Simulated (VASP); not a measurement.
Level of theory: PBE GGA, VASP's PBE PAW potentials (set 64) (plane waves; VASP 6.6.1).

VASP input:

**POSCAR**
```
CdZn35O36
1
    4.9323206922    -8.5430313976     0.0000000000
    4.9323206922     8.5430313976     0.0000000000
    0.0000000000     0.0000000000    10.5847753715
Zn O Cd
35 36 1
Direct
  0.2222220000   0.1111110000   0.2500000000
  0.1111110000   0.2222220000   0.0000000000
  0.2222220000   0.1111110000   0.7500000000
  0.1111110000   0.2222220000   0.5000000000
  0.2222220000   0.4444440000   0.2500000000
  0.1111110000   0.5555560000   0.0000000000
  0.2222220000   0.4444440000   0.7500000000
  0.1111110000   0.5555560000   0.5000000000
  0.2222220000   0.7777780000   0.2500000000
  0.1111110000   0.8888890000   0.0000000000
  0.2222220000   0.7777780000   0.7500000000
  0.1111110000   0.8888890000   0.5000000000
  0.5555560000   0.1111110000   0.2500000000
  0.4444440000   0.2222220000   0.0000000000
  0.5555560000   0.1111110000   0.7500000000
  0.4444440000   0.2222220000   0.5000000000
  0.5555560000   0.4444440000   0.2500000000
  0.4444440000   0.5555560000   0.0000000000
  0.5555560000   0.4444440000   0.7500000000
  0.5555560000   0.7777780000   0.2500000000
  0.4444440000   0.8888890000   0.0000000000
  0.5555560000   0.7777780000   0.7500000000
  0.4444440000   0.8888890000   0.5000000000
  0.8888890000   0.1111110000   0.2500000000
  0.7777780000   0.2222220000   0.0000000000
  0.8888890000   0.1111110000   0.7500000000
  0.7777780000   0.2222220000   0.5000000000
  0.8888890000   0.4444440000   0.2500000000
  0.7777780000   0.5555560000   0.0000000000
  0.8888890000   0.4444440000   0.7500000000
  0.7777780000   0.5555560000   0.5000000000
  0.8888890000   0.7777780000   0.2500000000
  0.7777780000   0.8888890000   0.0000000000
  0.8888890000   0.7777780000   0.7500000000
  0.7777780000   0.8888890000   0.5000000000
  0.2222220000   0.1111110000   0.4410000000
  0.1111110000   0.2222220000   0.1910000000
  0.2222220000   0.1111110000   0.9410000000
  0.1111110000   0.2222220000   0.6910000000
  0.2230370000   0.4445880000   0.4365480000
  0.1111110000   0.5555560000   0.1910000000
  0.2222220000   0.4444440000   0.9410000000
  0.1111110000   0.5555560000   0.6910000000
  0.2222220000   0.7777780000   0.4410000000
  0.1111110000   0.8888890000   0.1910000000
  0.2222220000   0.7777780000   0.9410000000
  0.1111110000   0.8888890000   0.6910000000
  0.5555560000   0.1111110000   0.4410000000
  0.4444440000   0.2222220000   0.1910000000
  0.5555560000   0.1111110000   0.9410000000
  0.4444440000   0.2222220000   0.6910000000
  0.5520270000   0.4441260000   0.4382520000
  0.4444440000   0.5555560000   0.1910000000
  0.5555560000   0.4444440000   0.9410000000
  0.4470010000   0.5578400000   0.6929260000
  0.5553270000   0.7725700000   0.4416310000
  0.4444440000   0.8888890000   0.1910000000
  0.5555560000   0.7777780000   0.9410000000
  0.4444440000   0.8888890000   0.6910000000
  0.8888890000   0.1111110000   0.4410000000
  0.7777780000   0.2222220000   0.1910000000
  0.8888890000   0.1111110000   0.9410000000
  0.7777780000   0.2222220000   0.6910000000
  0.8888890000   0.4444440000   0.4410000000
  0.7777780000   0.5555560000   0.1910000000
  0.8888890000   0.4444440000   0.9410000000
  0.7777780000   0.5555560000   0.6910000000
  0.8888890000   0.7777780000   0.4410000000
  0.7777780000   0.8888890000   0.1910000000
  0.8888890000   0.7777780000   0.9410000000
  0.7777780000   0.8888890000   0.6910000000
  0.4398020000   0.5552580000   0.4992950000
```

### INCAR
```
ALGO  =  Fast
EDIFF  =  1E-5
EDIFFG  =  -0.03
ENCUT  =  400
GGA  =  PE
IBRION  =  2
ISIF  =  2
ISMEAR  =  0
ISYM  =  0
LASPH  =  .TRUE.
LCHARG  =  .FALSE.
LMAXMIX  =  4
LREAL  =  Auto
LWAVE  =  .FALSE.
NELM  =  100
NELMIN  =  4
NSW  =  60
PREC  =  Normal
SIGMA  =  0.05
SYSTEM  =  CdZn35O36
```

File KPOINTS:
```
Automatic mesh
0
Gamma
1 1 1
0 0 0
```

POTCAR, in this order: Zn O Cd (PBE.64 set). Program: vasp_gam.

Output

OUTCAR:
```
 ion  position               nearest neighbor table
   1  0.222  0.111  0.250-  49 2.00  45 2.00  37 2.00  36 2.02
   2  0.111  0.222  0.000-  42 2.00  62 2.00  38 2.00  37 2.02
   3  0.222  0.111  0.750-  51 2.00  47 2.00  39 2.00  38 2.02
   4  0.111  0.222  0.500-  60 2.00  36 2.00  40 2.01  39 2.02  72 3.26
   5  0.222  0.444  0.250-  40 1.97  37 2.00  53 2.00  41 2.00  72 3.23
   6  0.111  0.556  0.000-  46 2.00  66 2.00  42 2.00  41 2.02
   7  0.222  0.444  0.750-  39 2.00  43 2.00  55 2.01  42 2.02  72 3.24
   8  0.111  0.556  0.500-  44 2.00  64 2.00  40 2.02  43 2.02  72 3.24
   9  0.222  0.778  0.250-  41 2.00  57 2.00  45 2.00  44 2.02
  10  0.111  0.889  0.000-  38 2.00  70 2.00  46 2.00  45 2.02
  11  0.222  0.778  0.750-  43 2.00  59 2.00  47 2.00  46 2.02
  12  0.111  0.889  0.500-  36 2.00  68 2.00  44 2.00  47 2.02
  13  0.556  0.111  0.250-  61 2.00  57 2.00  49 2.00  48 2.02
  14  0.444  0.222  0.000-  38 2.00  54 2.00  50 2.00  49 2.02
  15  0.556  0.111  0.750-  63 2.00  59 2.00  51 2.00  50 2.02
  16  0.444  0.222  0.500-  36 2.00  48 2.00  52 2.01  51 2.02  72 3.31
  17  0.556  0.444  0.250-  52 1.99  49 2.00  65 2.00  53 2.00  72 3.27
  18  0.444  0.556  0.000-  42 2.00  58 2.00  54 2.00  53 2.02
  19  0.556  0.444  0.750-  55 1.99  51 2.00  67 2.00  54 2.02  72 3.28
  20  0.556  0.778  0.250-  69 2.00  53 2.00  57 2.00  56 2.03  72 3.25
  21  0.444  0.889  0.000-  46 2.00  50 2.00  58 2.00  57 2.02
  22  0.556  0.778  0.750-  55 1.97  71 2.00  59 2.00  58 2.02  72 3.26
  23  0.444  0.889  0.500-  44 2.00  48 2.00  59 2.02  56 2.04  72 3.27
  24  0.889  0.111  0.250-  37 2.00  69 2.00  61 2.00  60 2.02
  25  0.778  0.222  0.000-  50 2.00  66 2.00  62 2.00  61 2.02
  26  0.889  0.111  0.750-  39 2.00  71 2.00  63 2.00  62 2.02
  27  0.778  0.222  0.500-  48 2.00  64 2.00  60 2.00  63 2.02
  28  0.889  0.444  0.250-  61 2.00  41 2.00  65 2.00  64 2.02
  29  0.778  0.556  0.000-  70 2.00  54 2.00  66 2.00  65 2.02
  30  0.889  0.444  0.750-  63 2.00  43 2.00  67 2.00  66 2.02
  31  0.778  0.556  0.500-  68 2.00  64 2.00  67 2.02  52 2.04  72 3.33
  32  0.889  0.778  0.250-  65 2.00  45 2.00  69 2.00  68 2.02
  33  0.778  0.889  0.000-  58 2.00  62 2.00  70 2.00  69 2.02
  34  0.889  0.778  0.750-  67 2.00  47 2.00  71 2.00  70 2.02
  35  0.778  0.889  0.500-  60 2.00  68 2.00  56 2.00  71 2.02  72 3.31
  36  0.222  0.111  0.441-  16 2.00  12 2.00   4 2.00   1 2.02
  37  0.111  0.222  0.191-   5 2.00  24 2.00   1 2.00   2 2.02
  38  0.222  0.111  0.941-  14 2.00  10 2.00   2 2.00   3 2.02
  39  0.111  0.222  0.691-   7 2.00  26 2.00   3 2.00   4 2.02
  40  0.223  0.445  0.437-  72 1.97   5 1.97   4 2.01   8 2.02
  41  0.111  0.556  0.191-   9 2.00  28 2.00   5 2.00   6 2.02
  42  0.222  0.444  0.941-   2 2.00  18 2.00   6 2.00   7 2.02
  43  0.111  0.556  0.691-  11 2.00  30 2.00   7 2.00   8 2.02
  44  0.222  0.778  0.441-   8 2.00  23 2.00  12 2.00   9 2.02
  45  0.111  0.889  0.191-   1 2.00  32 2.00   9 2.00  10 2.02
  46  0.222  0.778  0.941-   6 2.00  21 2.00  10 2.00  11 2.02
  47  0.111  0.889  0.691-   3 2.00  34 2.00  11 2.00  12 2.02
  48  0.556  0.111  0.441-  27 2.00  23 2.00  16 2.00  13 2.02
  49  0.444  0.222  0.191-   1 2.00  17 2.00  13 2.00  14 2.02
  50  0.556  0.111  0.941-  25 2.00  21 2.00  14 2.00  15 2.02
  51  0.444  0.222  0.691-   3 2.00  19 2.00  15 2.00  16 2.02
  52  0.552  0.444  0.438-  17 1.99  16 2.01  72 2.01  31 2.04
  53  0.444  0.556  0.191-   5 2.00  20 2.00  17 2.00  18 2.02
  54  0.556  0.444  0.941-  14 2.00  29 2.00  18 2.00  19 2.02
  55  0.447  0.558  0.693-  22 1.97  19 1.99   7 2.01  72 2.05
  56  0.555  0.773  0.442-  72 1.96  35 2.00  20 2.03  23 2.04
  57  0.444  0.889  0.191-   9 2.00  13 2.00  20 2.00  21 2.02
  58  0.556  0.778  0.941-  33 2.00  18 2.00  21 2.00  22 2.02
  59  0.444  0.889  0.691-  11 2.00  15 2.00  22 2.00  23 2.02
  60  0.889  0.111  0.441-   4 2.00  35 2.00  27 2.00  24 2.02
  61  0.778  0.222  0.191-  13 2.00  28 2.00  24 2.00  25 2.02
  62  0.889  0.111  0.941-   2 2.00  33 2.00  25 2.00  26 2.02
  63  0.778  0.222  0.691-  15 2.00  30 2.00  26 2.00  27 2.02
  64  0.889  0.444  0.441-  27 2.00   8 2.00  31 2.00  28 2.02
  65  0.778  0.556  0.191-  32 2.00  17 2.00  28 2.00  29 2.02
  66  0.889  0.444  0.941-  25 2.00   6 2.00  29 2.00  30 2.02
  67  0.778  0.556  0.691-  34 2.00  19 2.00  30 2.00  31 2.02
  68  0.889  0.778  0.441-  31 2.00  12 2.00  35 2.00  32 2.02
  69  0.778  0.889  0.191-  20 2.00  24 2.00  32 2.00  33 2.02
  70  0.889  0.778  0.941-  29 2.00  10 2.00  33 2.00  34 2.02
  71  0.778  0.889  0.691-  22 2.00  26 2.00  34 2.00  35 2.02
  72  0.440  0.555  0.499-  56 1.96  40 1.97  52 2.01  55 2.05   5 3.23   7 3.24   8 3.24  20 3.25
                             4 3.26  22 3.26  23 3.27  17 3.27  19 3.28  16 3.31  35 3.31  31 3.33
 Subroutine IBZKPT returns following result:
...
```

File OSZICAR:
```
...
RMM:   4    -0.318271799488E+03    0.20872E-01   -0.38993E-01   796   0.137E+00    0.149E+00
RMM:   5    -0.318268557409E+03    0.32421E-02   -0.87433E-02   781   0.646E-01    0.546E-01
RMM:   6    -0.318269553861E+03   -0.99645E-03   -0.25062E-02   790   0.247E-01    0.223E-01
RMM:   7    -0.318269290932E+03    0.26293E-03   -0.49298E-03   801   0.138E-01    0.117E-01
RMM:   8    -0.318269360193E+03   -0.69261E-04   -0.12786E-03   817   0.487E-02    0.520E-02
RMM:   9    -0.318269363966E+03   -0.37736E-05   -0.18579E-04   703   0.224E-02    0.156E-02
RMM:  10    -0.318269367441E+03   -0.34752E-05   -0.45984E-05   551   0.113E-02
   2 F= -.31826937E+03 E0= -.31826937E+03  d E =-.108787E+01
       N       E                     dE             d eps       ncg     rms          rms(c)
DAV:   1    -0.318267246284E+03    0.21177E-02   -0.15225E+00   840   0.198E+00    0.367E-01
RMM:   2    -0.318270792755E+03   -0.35465E-02   -0.38819E-02   776   0.326E-01    0.233E-01
RMM:   3    -0.318270973427E+03   -0.18067E-03   -0.45549E-03   776   0.123E-01    0.808E-02
RMM:   4    -0.318270979653E+03   -0.62266E-05   -0.59750E-04   767   0.445E-02    0.471E-02
RMM:   5    -0.318270974070E+03    0.55835E-05   -0.97285E-05   634   0.193E-02
   3 F= -.31827097E+03 E0= -.31827097E+03  d E =-.108948E+01
       N       E                     dE             d eps       ncg     rms          rms(c)
DAV:   1    -0.318323276457E+03   -0.52297E-01   -0.53430E+01   800   0.130E+01    0.146E+00
RMM:   2    -0.318385846841E+03   -0.62570E-01   -0.72275E-01   776   0.168E+00    0.937E-01
RMM:   3    -0.318389326909E+03   -0.34801E-02   -0.89620E-02   776   0.604E-01    0.449E-01
RMM:   4    -0.318388673520E+03    0.65339E-03   -0.12856E-02   793   0.253E-01    0.251E-01
RMM:   5    -0.318388428231E+03    0.24529E-03   -0.34055E-03   780   0.125E-01    0.827E-02
RMM:   6    -0.318388494517E+03   -0.66286E-04   -0.10476E-03   797   0.572E-02    0.414E-02
RMM:   7    -0.318388500836E+03   -0.63181E-05   -0.22057E-04   774   0.305E-02    0.217E-02
RMM:   8    -0.318388506601E+03   -0.57658E-05   -0.58358E-05   605   0.128E-02
   4 F= -.31838851E+03 E0= -.31838851E+03  d E =-.117533E+00
       N       E                     dE             d eps       ncg     rms          rms(c)
DAV:   1    -0.318389367748E+03   -0.86691E-03   -0.77190E+00   832   0.498E+00    0.526E-01
RMM:   2    -0.318398123090E+03   -0.87553E-02   -0.10180E-01   776   0.629E-01    0.332E-01
RMM:   3    -0.318398624445E+03   -0.50135E-03   -0.12530E-02   776   0.224E-01    0.163E-01
RMM:   4    -0.318398510794E+03    0.11365E-03   -0.16984E-03   790   0.858E-02    0.905E-02
RMM:   5    -0.318398479179E+03    0.31615E-04   -0.49876E-04   779   0.447E-02    0.268E-02
RMM:   6    -0.318398489116E+03   -0.99369E-05   -0.13880E-04   743   0.214E-02    0.148E-02
RMM:   7    -0.318398489738E+03   -0.62217E-06   -0.25333E-05   506   0.103E-02
   5 F= -.31839849E+03 E0= -.31839849E+03  d E =-.127516E+00
       N       E                     dE             d eps       ncg     rms          rms(c)
DAV:   1    -0.318396545426E+03    0.19437E-02   -0.82685E+00   800   0.549E+00    0.585E-01
RMM:   2    -0.318415808901E+03   -0.19263E-01   -0.20961E-01   776   0.952E-01    0.431E-01
RMM:   3    -0.318417084411E+03   -0.12755E-02   -0.26821E-02   776   0.355E-01    0.219E-01
RMM:   4    -0.318416876261E+03    0.20815E-03   -0.28968E-03   784   0.126E-01    0.159E-01
RMM:   5    -0.318416703810E+03    0.17245E-03   -0.91488E-04   776   0.690E-02    0.705E-02
RMM:   6    -0.318416719929E+03   -0.16119E-04   -0.27317E-04   775   0.303E-02    0.392E-02
RMM:   7    -0.318416708756E+03    0.11174E-04   -0.65290E-05   640   0.167E-02    0.188E-02
RMM:   8    -0.318416711496E+03   -0.27405E-05   -0.21304E-05   497   0.724E-03
   6 F= -.31841671E+03 E0= -.31841671E+03  d E =-.182218E-01
       N       E                     dE             d eps       ncg     rms          rms(c)
DAV:   1    -0.318412482247E+03    0.42265E-02   -0.30870E+00   816   0.335E+00    0.355E-01
RMM:   2    -0.318419607455E+03   -0.71252E-02   -0.77537E-02   776   0.578E-01    0.263E-01
RMM:   3    -0.318420081988E+03   -0.47453E-03   -0.99461E-03   776   0.216E-01    0.133E-01
RMM:   4    -0.318420003624E+03    0.78364E-04   -0.10652E-03   782   0.756E-02    0.981E-02
RMM:   5    -0.318419938884E+03    0.64740E-04   -0.34921E-04   776   0.421E-02    0.427E-02
RMM:   6    -0.318419945088E+03   -0.62035E-05   -0.98218E-05   710   0.184E-02
   7 F= -.31841995E+03 E0= -.31841995E+03  d E =-.214553E-01
       N       E                     dE             d eps       ncg     rms          rms(c)
DAV:   1    -0.318421667545E+03   -0.17287E-02   -0.26063E+00   832   0.306E+00    0.239E-01
RMM:   2    -0.318424824670E+03   -0.31571E-02   -0.34903E-02   776   0.394E-01    0.162E-01
RMM:   3    -0.318424993559E+03   -0.16889E-03   -0.41934E-03   776   0.141E-01    0.891E-02
RMM:   4    -0.318424952728E+03    0.40831E-04   -0.50789E-04   778   0.535E-02    0.521E-02
RMM:   5    -0.318424934186E+03    0.18542E-04   -0.14922E-04   774   0.282E-02    0.201E-02
RMM:   6    -0.318424937657E+03   -0.34706E-05   -0.45181E-05   578   0.127E-02
   8 F= -.31842494E+03 E0= -.31842494E+03  d E =-.499257E-02
       N       E                     dE             d eps       ncg     rms          rms(c)
DAV:   1    -0.318423089220E+03    0.18450E-02   -0.24365E+00   840   0.296E+00    0.230E-01
RMM:   2    -0.318426012427E+03   -0.29232E-02   -0.32369E-02   776   0.379E-01    0.156E-01
RMM:   3    -0.318426159714E+03   -0.14729E-03   -0.38338E-03   776   0.136E-01    0.855E-02
RMM:   4    -0.318426120594E+03    0.39120E-04   -0.47544E-04   778   0.516E-02    0.500E-02
RMM:   5    -0.318426103484E+03    0.17110E-04   -0.14141E-04   773   0.272E-02    0.188E-02
RMM:   6    -0.318426106774E+03   -0.32904E-05   -0.43774E-05   565   0.123E-02
   9 F= -.31842611E+03 E0= -.31842611E+03  d E =-.616169E-02
       N       E                     dE             d eps       ncg     rms          rms(c)
DAV:   1    -0.318424906835E+03    0.11966E-02   -0.22938E+00   824   0.287E+00    0.220E-01
RMM:   2    -0.318428172294E+03   -0.32655E-02   -0.35631E-02   776   0.389E-01    0.141E-01
RMM:   3    -0.318428361968E+03   -0.18967E-03   -0.44113E-03   776   0.143E-01    0.760E-02
RMM:   4    -0.318428340825E+03    0.21143E-04   -0.47613E-04   780   0.497E-02    0.534E-02
RMM:   5    -0.318428320865E+03    0.19959E-04   -0.14251E-04   744   0.264E-02    0.197E-02
RMM:   6    -0.318428323955E+03   -0.30900E-05   -0.37791E-05   554   0.120E-02
  10 F= -.31842832E+03 E0= -.31842832E+03  d E =-.221718E-02
       N       E                     dE             d eps       ncg     rms          rms(c)
DAV:   1    -0.318427586801E+03    0.73406E-03   -0.63407E-01   848   0.151E+00    0.115E-01
RMM:   2    -0.318428507021E+03   -0.92022E-03   -0.10026E-02   776   0.206E-01    0.759E-02
RMM:   3    -0.318428557974E+03   -0.50953E-04   -0.12308E-03   776   0.755E-02    0.421E-02
RMM:   4    -0.318428550956E+03    0.70177E-05   -0.13591E-04   737   0.267E-02    0.291E-02
RMM:   5    -0.318428545089E+03    0.58675E-05   -0.41816E-05   585   0.145E-02
  11 F= -.31842855E+03 E0= -.31842855E+03  d E =-.243831E-02
       N       E                     dE             d eps       ncg     rms          rms(c)
DAV:   1    -0.318428313364E+03    0.23759E-03   -0.10774E+00   800   0.197E+00    0.156E-01
RMM:   2    -0.318429883270E+03   -0.15699E-02   -0.17054E-02   776   0.269E-01    0.911E-02
RMM:   3    -0.318429982141E+03   -0.98871E-04   -0.21080E-03   776   0.987E-02    0.505E-02
RMM:   4    -0.318429973255E+03    0.88857E-05   -0.23329E-04   770   0.346E-02    0.330E-02
RMM:   5    -0.318429965532E+03    0.77229E-05   -0.65656E-05   686   0.183E-02
  12 F= -.31842997E+03 E0= -.31842997E+03  d E =-.142044E-02
```

File OUTCAR:
```
------------------------ aborting loop because EDIFF is reached ----------------------------------------
  FORCE on cell =-STRESS in cart. coord.  units (eV):
  Direction    XX          YY          ZZ          XY          YZ          ZX
  --------------------------------------------------------------------------------------
  Total      -14.9840547    -14.4991060    -18.8456065     -0.0024105     -0.0051591      0.0190645
  in kB      -26.9131778    -26.0421513    -33.8489928     -0.0043295     -0.0092663      0.0342421
  external PRESSURE =     -28.9347740 kB  Pullay stress =       0.0000000 kB
  volume of cell :      892.02
      direct lattice vectors                 reciprocal lattice vectors
     4.932320692 -8.543031398  0.000000000     0.101372160 -0.058527234  0.000000000
     4.932320692  8.543031398  0.000000000     0.101372160  0.058527234  0.000000000
     0.000000000  0.000000000 10.584775371     0.000000000  0.000000000  0.094475316
  FREE ENERGIE OF THE ION-ELECTRON SYSTEM (eV)
  ---------------------------------------------------
  free  energy   TOTEN  =      -318.4299655323 eV

  energy  without entropy=     -318.4299655323  energy(sigma->0) =     -318.42996553

 reached required accuracy - stopping structural energy minimisation
```
(Selected blocks of OUTCAR.)

CONTCAR:
```
CdZn35O36
   1.00000000000000
     4.9323206922000002   -8.5430313976000001    0.0000000000000000
     4.9323206922000002    8.5430313976000001    0.0000000000000000
     0.0000000000000000    0.0000000000000000   10.5847753714999993
  Zn              O               Cd
    35    36     1
Direct
     0.2220551333633889    0.1108061721968300    0.2508351937991797
     0.1101025906463325    0.2201639834023389    0.0003257831741350
     0.2221739904086840    0.1109198538886241    0.7505743578331358
     0.1077305844012034    0.2186525945995018    0.5007156441128477
     0.2188141593153155    0.4427468537001670    0.2453453905514490
     0.1100616903929724    0.5565978146413888    0.0003275104559253
     0.2184706115641578    0.4426590723410582    0.7550392883514503
     0.1075342897625467    0.5556696346907741    0.5007145165111283
     0.2221416803848418    0.7778977225241119    0.2508186660467402
     0.1111295198667005    0.8888803003012127    0.0012916064248679
     0.2222447291356860    0.7779262935883499    0.7506057962929202
     0.1111685270904302    0.8887626442768179    0.5009046131834216
     0.5557818074878188    0.1112177510059078    0.2507180553289779
     0.4435352532130135    0.2203198776501465    0.0005355824725472
     0.5560324183716042    0.1113736456576491    0.7506579348831206
     0.4440822655782625    0.2187964450066332    0.5008288030333202
     0.5569951860980183    0.4428353738573840    0.2459292236954525
     0.4446198796027824    0.5557383740962814    0.9998618538328337
     0.5575060923641459    0.4425814455914482    0.7548575983259147
     0.5571407092421770    0.7807765999982628    0.2461550650880934
     0.4435697757961897    0.8898501992628870    0.0006828266895776
     0.5576231796664023    0.7816718921881241    0.7548391409251759
     0.4442779945367872    0.8918658666601462    0.5008660776176278
     0.8887529298813999    0.1111879587399650    0.2507221345064173
     0.7777722286612980    0.2222131149111899    0.0009412733613804
     0.8888164948392305    0.1114714132751630    0.7505987996294069
     0.7777307876780127    0.2221592618081221    0.5000525711030348
     0.8887298254411554    0.4442613169290513    0.2506966547015537
     0.7796753855445367    0.5564930334523983    0.0006133431870384
     0.8887072394966182    0.4440305044567966    0.7505500015541960
     0.7804420767986916    0.5557065306655249    0.5008245189890705
     0.8891886667627306    0.7779114639874750    0.2508595675746969
     0.7797253648914286    0.8898781178741776    0.0006186495751252
     0.8891344113584366    0.7778456897111865    0.7506840102801878
     0.7808325902502160    0.8914941080254313    0.5009340888550852
     0.2219957953713403    0.1108273414965961    0.4405322461887921
     0.1100417337313305    0.2197729297751410    0.1889221572510277
     0.2218828761567100    0.1102645541768948    0.9395536955394110
     0.1112354007340069    0.2223132015819863    0.6903854971677902
     0.2019310030332053    0.4343427587439189    0.4331044300986803
     0.1100690860852318    0.5569452867432337    0.1888977813372577
     0.2204415102229971    0.4435480017861189    0.9440492852056174
     0.1111329505196606    0.5556507183805995    0.6904120707432037
     0.2222083436960513    0.7777546375828321    0.4405231787003719
     0.1111215361550051    0.8888520773861053    0.1904067936279758
     0.2219684274228180    0.7782613511208201    0.9395934052720013
     0.1111413722942840    0.8888710478007262    0.6900959074412992
     0.5563379120477538    0.1114559586463315    0.4394399356150211
     0.4430503949982163    0.2199377236449586    0.1891131641079941
     0.5561571669820170    0.1113885670355290    0.9395854606700615
     0.4444689112652996    0.2221774128419750    0.6904815170978839
     0.5646843177312074    0.4347574643032396    0.4336027147678539
     0.4443178912814951    0.5555231811645449    0.1916331233070809
     0.5564623493446631    0.4435581233986340    0.9439155993772199
     0.4444821407110794    0.5556546171952768    0.7092349845944740
     0.5648978361465131    0.7965224650357055    0.4337758007477742
     0.4432026282485987    0.8897508409713398    0.1892349335840774
     0.5565819278153308    0.7796860184828707    0.9438834100093834
     0.4445452956674045    0.8890112960963075    0.6905098503072267
     0.8880837783686489    0.1110989643658980    0.4394582084047283
     0.7777896792604075    0.2222346310919333    0.1898658176949002
     0.8885534074072126    0.1113857221746925    0.9394938894770838
     0.7778171777998691    0.2222342480820429    0.6898077915250239
     0.8879340157878807    0.4435172949101203    0.4394022071556490
     0.7798997809160085    0.5569087722178548    0.1891601512489268
     0.8885061167837557    0.4438162650362437    0.9394801283614415
     0.7778744652064074    0.5556466280791442    0.6905011235532414
     0.8890890498678231    0.7778011388392239    0.4405456422773144
     0.7799983131677014    0.8897816137138627    0.1891869216690779
     0.8896809099448227    0.7781513119595391    0.9396869187735521
     0.7780199190328501    0.8890272593475955    0.6905513149954967
     0.4430665089011730    0.5548096498276412    0.5010988001571266
```

At this cut-off the stress carries a Pulay error, which pulls relaxed volumes low. The supercell is sampled at Γ alone, which is coarse: total energies, pressure and levels can be off, energies of defects by several tenths of an eV.

The cell is a supercell with a defect, built from ZnO (wurtzite): Cd_Zn. The run is not spin-polarised, so no state with unpaired spins was tried.
